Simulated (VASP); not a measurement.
Output of a VASP run:

OSZICAR:
```
...
DAV:  10    -0.583009824565E+02    0.22591E-05   -0.20516E-05  1204   0.421E-02    0.124E-02
DAV:  11    -0.583009816166E+02    0.83989E-06   -0.52262E-06  1188   0.312E-02
   2 F= -.48188900E+02 E0= -.48187450E+02  d E =0.338750E+00
       N       E                     dE             d eps       ncg     rms          rms(c)
DAV:   1    -0.628999082006E+02   -0.45989E+01   -0.72476E+01  1152   0.130E+02    0.135E+01
DAV:   2    -0.606806180269E+02    0.22193E+01   -0.11373E+01  1208   0.448E+01    0.589E+00
DAV:   3    -0.599625645765E+02    0.71805E+00   -0.31597E+00  1308   0.223E+01    0.547E+00
DAV:   4    -0.594984438461E+02    0.46412E+00   -0.16289E+00  1472   0.136E+01    0.140E+00
DAV:   5    -0.594687280135E+02    0.29716E-01   -0.19494E-01  1216   0.524E+00    0.636E-01
DAV:   6    -0.594645796811E+02    0.41483E-02   -0.23319E-02  1556   0.150E+00    0.205E-01
DAV:   7    -0.594643918437E+02    0.18784E-03   -0.38336E-03  1520   0.592E-01    0.166E-01
DAV:   8    -0.594642450999E+02    0.14674E-03   -0.19793E-03  1444   0.409E-01    0.505E-02
DAV:   9    -0.594642062997E+02    0.38800E-04   -0.15733E-04  1364   0.130E-01    0.111E-02
DAV:  10    -0.594642058526E+02    0.44706E-06   -0.62971E-06  1260   0.170E-02
   3 F= -.48621161E+02 E0= -.48619267E+02  d E =-.935115E-01
       N       E                     dE             d eps       ncg     rms          rms(c)
DAV:   1    -0.594565249780E+02    0.76813E-02   -0.82074E-03  1152   0.126E+00    0.148E-01
DAV:   2    -0.594562432564E+02    0.28172E-03   -0.12859E-03  1188   0.499E-01    0.608E-02
DAV:   3    -0.594561662749E+02    0.76982E-04   -0.28628E-04  1288   0.230E-01    0.540E-02
DAV:   4    -0.594561188887E+02    0.47386E-04   -0.16082E-04  1452   0.129E-01    0.160E-02
DAV:   5    -0.594561162776E+02    0.26111E-05   -0.14171E-05  1084   0.417E-02    0.962E-03
DAV:   6    -0.594561150434E+02    0.12342E-05   -0.15590E-06   612   0.135E-02    0.404E-03
DAV:   7    -0.594561149189E+02    0.12448E-06   -0.68693E-07   592   0.827E-03
   4 F= -.48621208E+02 E0= -.48619322E+02  d E =-.935587E-01
       N       E                     dE             d eps       ncg     rms          rms(c)
DAV:   1    -0.594488401612E+02    0.72749E-02   -0.93769E-01  1148   0.463E+00    0.215E-01
DAV:   2    -0.594502145738E+02   -0.13744E-02   -0.21395E-02  1468   0.137E+00    0.121E-01
DAV:   3    -0.594500536179E+02    0.16096E-03   -0.74037E-04  1596   0.235E-01    0.584E-02
DAV:   4    -0.594500241207E+02    0.29497E-04   -0.30915E-04  1608   0.186E-01    0.530E-02
DAV:   5    -0.594499923431E+02    0.31778E-04   -0.17521E-04  1504   0.120E-01    0.114E-02
DAV:   6    -0.594499920751E+02    0.26797E-06   -0.90305E-06  1344   0.349E-02
   5 F= -.48625294E+02 E0= -.48623166E+02  d E =-.408524E-02
       N       E                     dE             d eps       ncg     rms          rms(c)
DAV:   1    -0.594424038574E+02    0.75885E-02   -0.56725E-01  1148   0.361E+00    0.168E-01
DAV:   2    -0.594432476305E+02   -0.84377E-03   -0.13152E-02  1460   0.107E+00    0.942E-02
DAV:   3    -0.594431504788E+02    0.97152E-04   -0.45564E-04  1620   0.184E-01    0.457E-02
DAV:   4    -0.594431319280E+02    0.18551E-04   -0.18379E-04  1616   0.143E-01    0.407E-02
DAV:   5    -0.594431132969E+02    0.18631E-04   -0.10413E-04  1500   0.926E-02    0.897E-03
DAV:   6    -0.594431131035E+02    0.19345E-06   -0.53068E-06  1100   0.270E-02
   6 F= -.48626347E+02 E0= -.48624011E+02  d E =-.513832E-02
```

OUTCAR:
```
------------------------ aborting loop because EDIFF is reached ----------------------------------------
  FORCE on cell =-STRESS in cart. coord.  units (eV):
  Direction    XX          YY          ZZ          XY          YZ          ZX
  --------------------------------------------------------------------------------------
  Total       10.8652051     10.8652051     10.8652051      0.0000000      0.0000000      0.0000000
  in kB      200.8956218    200.8956218    200.8956218      0.0000000      0.0000000      0.0000000
  external PRESSURE =       0.8956218 kB  Pullay stress =     200.0000000 kB
  volume of cell :       86.65
      direct lattice vectors                 reciprocal lattice vectors
     4.425129794 -0.000000000  0.000000000     0.225982072 -0.000000000 -0.000000000
     0.000000000  4.425129794 -0.000000000     0.000000000  0.225982072 -0.000000000
     0.000000000  0.000000000  4.425129794    -0.000000000  0.000000000  0.225982072
 POSITION                                       TOTAL-FORCE (eV/Angst)
 -----------------------------------------------------------------------------------
      3.81230      2.82540      1.59973        -0.006057      0.006057     -0.006057
      1.59973      3.81230      2.82540        -0.006057     -0.006057      0.006057
      0.61283      0.61283      0.61283         0.006057      0.006057      0.006057
      2.82540      1.59973      3.81230         0.006057     -0.006057     -0.006057
      0.70717      1.50540      2.91973         0.005067     -0.005067      0.005067
      2.91973      0.70717      1.50540         0.005067      0.005067     -0.005067
      3.71796      3.71796      3.71796        -0.005067     -0.005067     -0.005067
      1.50540      2.91973      0.70717        -0.005067      0.005067      0.005067
 -----------------------------------------------------------------------------------
    total drift:                               -0.000000     -0.000000      0.000000
  FREE ENERGIE OF THE ION-ELECTRON SYSTEM (eV)
  ---------------------------------------------------
  free  energy   TOTEN  =       -59.4431131035 eV

  energy  without entropy=      -59.4384414145  energy(sigma->0) =      -59.44077726
  enthalpy is  TOTEN    =       -48.6263466207 eV   P V=       10.8167664828

 reached required accuracy - stopping structural energy minimisation
```
(Selected blocks of OUTCAR.)

POSCAR:
```
FeGe
1
    4.4771975026     0.0000000000     0.0000000000
    0.0000000000     4.4771975026     0.0000000000
    0.0000000000     0.0000000000     4.4771975026
Fe Ge
4 4
Direct
  0.8631528986   0.6368471014   0.3631528986
  0.3631528986   0.8631528986   0.6368471014
  0.1368471014   0.1368471014   0.1368471014
  0.6368471014   0.3631528986   0.8631528986
  0.1605517194   0.3394482806   0.6605517194
  0.6605517194   0.1605517194   0.3394482806
  0.8394482806   0.8394482806   0.8394482806
  0.3394482806   0.6605517194   0.1605517194
```

Question: Reconstruct the remaining input files.

Answer: Several could match; the one computed here: the input of the run itself, LDA (Ceperley-Alder, Perdew-Zunger), plane waves, VASP's LDA PAW potentials (set 64).

**KPOINTS**
```
Regular mesh
0
Gamma
  5 5 5
```

### INCAR
```
SYSTEM = FeGe
PREC = Accurate; ENCUT = 500; LREAL = F
LASPH = T
EDIFF = 1E-6; NELM = 100; ALGO = Normal
LMAXMIX = 4
ISMEAR = 0; SIGMA = 0.05
IBRION = 2; NSW = 40; ISIF = 3
EDIFFG = -0.02; PSTRESS = 200
LWAVE = F; LCHARG = F
```

POTCAR, in this order: Fe Ge_d (LDA.64 set). Program: vasp_std.

Energy and stress use the plane-wave basis of the starting cell.

The compound is FeGe in the B20 structure. This run relaxes it under an external pressure of 20 GPa. Symmetry was kept, so distortions that lower it aren't found. The run is not spin-polarised, so no magnetic state was tried.
